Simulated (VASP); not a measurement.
Output of a VASP run:

OUTCAR:
```
 ion  position               nearest neighbor table
   1  0.998  0.998  0.002-   5 2.44   2 2.54   2 2.54   2 2.54
   2  0.268  0.268  0.049-   1 2.54   1 2.54   1 2.54   6 2.65
   3  0.254  0.254  0.310-   7 2.64   6 2.65   6 2.65   6 2.65
   4  0.242  0.242  0.569-   8 2.64   7 2.64   7 2.64   7 2.64
   5  0.231  0.231  0.827-   1 2.44   8 2.64   8 2.64   8 2.64
   6  0.015  0.015  0.239-   3 2.65   3 2.65   3 2.65   2 2.65
   7  0.002  0.002  0.499-   3 2.64   4 2.64   4 2.64   4 2.64
   8  0.990  0.990  0.757-   4 2.64   5 2.64   5 2.64   5 2.64
  LATTYP: Found a trigonal (rhomboedric) cell.
 ALAT       =    14.1716442626
 COS(alpha) =     0.9550732290
 Subroutine PRICEL returns:
 Original cell was already a primitive cell.
 Subroutine GETGRP returns: Found  6 space group operations
The static configuration has the point symmetry C_3v.
The dynamic configuration has the point symmetry C_3v.
 Subroutine INISYM returns: Found  6 space group operations
 Subroutine IBZKPT returns following result:
 Found     78 irreducible k-points:

 Following reciprocal coordinates:
            Coordinates               Weight
  0.000000  0.000000  0.000000      1.000000
  0.100000  0.000000  0.000000      4.000000
  0.200000  0.000000  0.000000      4.000000
  0.300000  0.000000  0.000000      4.000000
  0.400000  0.000000  0.000000      4.000000
  0.500000  0.000000  0.000000      3.000000
  0.100000  0.100000  0.000000      2.000000
  0.200000  0.100000 -0.000000      4.000000
  0.300000  0.100000  0.000000      4.000000
  0.400000  0.100000 -0.000000      4.000000
  0.500000  0.100000  0.000000      8.000000
 -0.400000  0.100000 -0.000000      4.000000
 -0.300000  0.100000  0.000000      4.000000
 -0.200000  0.100000  0.000000      4.000000
 -0.100000  0.100000  0.000000      2.000000
  0.200000  0.200000  0.000000      2.000000
  0.300000  0.200000 -0.000000      4.000000
  0.400000  0.200000  0.000000      4.000000
  0.500000  0.200000  0.000000      8.000000
 -0.400000  0.200000  0.000000      4.000000
 -0.300000  0.200000 -0.000000      4.000000
 -0.200000  0.200000  0.000000      2.000000
  0.300000  0.300000 -0.000000      2.000000
  0.400000  0.300000 -0.000000      4.000000
 -0.400000  0.300000 -0.000000      4.000000
 -0.300000  0.300000  0.000000      2.000000
  0.400000  0.400000 -0.000000      2.000000
 -0.400000  0.400000  0.000000      2.000000
  0.000000  0.000000  0.333333      2.000000
  0.100000  0.000000  0.333333      4.000000
  0.200000  0.000000  0.333333      4.000000
  0.300000  0.000000  0.333333      4.000000
  0.400000  0.000000  0.333333      4.000000
  0.500000  0.000000  0.333333      6.000000
 -0.400000  0.000000  0.333333      4.000000
 -0.300000  0.000000  0.333333      4.000000
 -0.200000  0.000000  0.333333      4.000000
 -0.100000  0.000000  0.333333      4.000000
  0.100000  0.100000  0.333333      2.000000
  0.200000  0.100000  0.333333      4.000000
   k-points           NKPTS =     78   k-points in BZ     NKDIM =     78   number of bands    NBANDS=     43
   number of dos      NEDOS =    601   number of ions     NIONS =      8
   total plane-waves  NPLWV =  87808
   dimension x,y,z NGX =    28 NGY =   28 NGZ =  112
   dimension x,y,z NGXF=    56 NGYF=   56 NGZF=  224
   ions per type =               1   4   3
   PREC   = accura    normal or accurate (medium, high low for compatibility)
   ISTART =      0    job   : 0-new  1-cont  2-samecut
   ICHARG =      2    charge: 1-file 2-atom 10-const
   ISPIN  =      1    spin polarized calculation?
   LNONCOLLINEAR =      F non collinear calculations
   LSORBIT =      F    spin-orbit coupling
   INIWAV =      1    electr: 0-lowe 1-rand  2-diag
   ENCUT  =  400.0 eV  29.40 Ry    5.42 a.u.   6.93  6.93 27.82*2*pi/ulx,y,z
   NELM   =    100;   NELMIN=  2; NELMDL= -5     # of ELM steps
   EDIFF  = 0.1E-06   stopping-criterion for ELM
   LREAL  =      F    real-space projection
...
```

**OSZICAR**
```
       N       E                     dE             d eps       ncg     rms          rms(c)
DAV:   1     0.506611686358E+03    0.50661E+03   -0.28549E+04  6708   0.131E+03
DAV:   2     0.228053827856E+02   -0.48381E+03   -0.47050E+03  7207   0.344E+02
DAV:   3    -0.213113514752E+02   -0.44117E+02   -0.43726E+02  7899   0.107E+02
DAV:   4    -0.222770953880E+02   -0.96574E+00   -0.96222E+00  7685   0.163E+01
DAV:   5    -0.222876397751E+02   -0.10544E-01   -0.10537E-01  7781   0.164E+00    0.147E+01
DAV:   6    -0.210295385321E+02    0.12581E+01   -0.30619E+00  8441   0.240E+01    0.111E+01
DAV:   7    -0.210638358348E+02   -0.34297E-01   -0.21515E+00  8518   0.105E+01    0.350E+00
DAV:   8    -0.210115115517E+02    0.52324E-01   -0.34778E-01  8352   0.793E+00    0.102E+00
DAV:   9    -0.210141402272E+02   -0.26287E-02   -0.43895E-02  7328   0.156E+00    0.285E-01
DAV:  10    -0.210142098926E+02   -0.69665E-04   -0.39225E-03  8094   0.507E-01    0.120E-01
DAV:  11    -0.210141379599E+02    0.71933E-04   -0.71492E-04  7737   0.300E-01    0.502E-02
DAV:  12    -0.210141652898E+02   -0.27330E-04   -0.24622E-04  7993   0.133E-01    0.176E-02
DAV:  13    -0.210141594020E+02    0.58879E-05   -0.35127E-05  8464   0.106E-01    0.778E-03
DAV:  14    -0.210141601531E+02   -0.75114E-06   -0.49558E-06  7297   0.125E-02    0.352E-03
DAV:  15    -0.210141601519E+02    0.12387E-08   -0.46499E-07  7228   0.137E-02
   1 F= -.21014160E+02 E0= -.21014160E+02  d E =0.000000E+00
```

OUTCAR:
```
------------------------ aborting loop because EDIFF is reached ----------------------------------------
  FORCE on cell =-STRESS in cart. coord.  units (eV):
  Direction    XX          YY          ZZ          XY          YZ          ZX
  --------------------------------------------------------------------------------------
  Total       -0.0340918     -0.0340918     -0.0340918     -0.0093770      0.0093770      0.0093770
  in kB       -0.2504015     -0.2504015     -0.2504015     -0.0688730      0.0688730      0.0688730
  external PRESSURE =      -0.2504015 kB  Pullay stress =       0.0000000 kB
  volume of cell :      218.13
      direct lattice vectors                 reciprocal lattice vectors
     0.000000000  3.003812671  3.003812671    -0.166122056  0.166788185  0.166122056
     3.003812671  0.000000000  3.003812671     0.166788185 -0.166122056  0.166122056
    12.063624387 12.063624387 -0.048373703     0.041363981  0.041363981 -0.041363981
 POSITION                                       TOTAL-FORCE (eV/Angst)
 -----------------------------------------------------------------------------------
      3.01716      3.01716      5.99428        -0.004567     -0.004567      0.004567
      1.39336      1.39336      1.61045         0.008451      0.008451     -0.008451
      4.49762      4.49762      1.51000         0.001297      0.001297     -0.001297
      7.58629      7.58629      1.42515         0.004779      0.004779     -0.004779
     10.66838     10.66838      1.34687         0.000896      0.000896     -0.000896
      2.92350      2.92350      0.08032        -0.000514     -0.000514      0.000514
      6.02042      6.02042     -0.01280        -0.006380     -0.006380      0.006380
     12.11149     12.11149      5.91138        -0.003962     -0.003962      0.003962
 -----------------------------------------------------------------------------------
    total drift:                               -0.000506     -0.000506      0.000510
  FREE ENERGIE OF THE ION-ELECTRON SYSTEM (eV)
  ---------------------------------------------------
  free  energy   TOTEN  =       -21.0141601519 eV

  energy  without entropy=      -21.0141601519  energy(sigma->0) =      -21.01416015

 total charge

# of ion       s       p       d       tot
------------------------------------------
    1        0.528   0.392   9.778  10.698
    2        1.450   2.333   0.026   3.808
    3        1.464   2.293   0.035   3.792
    4        1.464   2.293   0.036   3.793
    5        1.459   2.326   0.035   3.821
    6        0.711   0.411   9.381  10.503
    7        0.713   0.412   9.381  10.506
    8        0.711   0.416   9.381  10.508
--------------------------------------------------
tot          8.500  10.876  38.054  57.430

 Electric field gradients after diagonalization (V/A^2)
 (convention: |V_zz| > |V_xx| > |V_yy|)
----------------------------------------------------------------------
 ion       V_xx      V_yy      V_zz     asymmetry (V_yy - V_xx)/ V_zz
----------------------------------------------------------------------
   1       4.693     4.672    -9.366       0.002
   2      -3.805    -3.805     7.611       0.000
   3     -21.159   -21.158    42.317       0.000
   4     -18.787   -18.786    37.572       0.000
   5      11.274    11.273   -22.547       0.000
   6      16.531    16.529   -33.060       0.000
   7       7.725     7.723   -15.448       0.000
   8       5.673     5.670   -11.343       0.000
```
(Selected blocks of OUTCAR.)

**POSCAR**
```
Hg3ZnSe4
1
    0.0000000000     3.0038126710     3.0038126710
    3.0038126710     0.0000000000     3.0038126710
   12.0636243873    12.0636243873    -0.0483737032
Zn Se Hg
1 4 3
Direct
  0.9977919752   0.9977919752   0.0016560186
  0.2684600990   0.2684600990   0.0486549257
  0.2538410983   0.2538410983   0.3096191762
  0.2418025253   0.2418025253   0.5686481061
  0.2308511810   0.2308511810   0.8268616143
  0.0152896240   0.0152896240   0.2385327820
  0.0018846075   0.0018846075   0.4985865444
  0.9900788896   0.9900788896   0.7574408328
```

Q: Write an INCAR and KPOINTS that could have produced this output.

A: Several could match; the one computed here: the input of the run itself, PBEsol GGA, plane waves, VASP's PBE PAW potentials (set 64).

**KPOINTS**
```
Automatic mesh
0
Gamma
10 10 3
0 0 0
```

**INCAR**
```
SYSTEM = Hg3ZnSe4
PREC = Accurate
ENCUT = 400
EDIFF = 1E-7
NELM = 100
ALGO = Normal
LREAL = .FALSE.
LASPH = .TRUE.
ISMEAR = -5
GGA = PS
LMAXMIX = 6
LWAVE = .FALSE.
LCHARG = .TRUE.
LORBIT = 11
NEDOS = 601
ISIF = 2
LEFG = .TRUE.
```

POTCAR, in this order: Zn Se Hg (PBE.64 set). Program: vasp_std.

For a metal the tetrahedron method with Blöchl corrections gives inexact stress and forces.

The structure was generated: Hg3ZnSe4 was put into an ordered model structure (R3m), which need not be its known phase. It was relaxed first.
